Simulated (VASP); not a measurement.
Consider the following.

```
Au
1.0
    2.69408     0.00000     0.00000
    0.00000     2.69408     0.00000
    0.00000     0.00000     2.69408
Au
1
Direct
  0.00000   0.00000   0.00000
```

Calculation: PBEsol GGA, VASP's PBE PAW potentials (set 64) (plane waves; VASP 6.6.1). Numerical set-up: 400 eV cut-off, Gaussian smearing of 0.050 eV, potentials Au.

Give the energies of bands 1 to 7 at the high-symmetry points, in eV from the Fermi level.

```csv
band,Γ,X,M,R
1,-8.23,-6.01,-5.90,-5.15
2,-5.94,-5.50,-5.12,-5.15
3,-5.94,-2.90,-2.61,-5.15
4,-1.30,-2.90,-2.61,0.04
5,-1.30,-1.15,-0.06,0.04
6,-1.30,-0.67,3.85,8.73
7,14.22,2.40,3.85,8.73
```

It has no gap at this level: it comes out as a metal or semimetal.

The structure was generated: Au was put into the simple-cubic type (Pm-3m), which need not be its known phase. It was relaxed first.
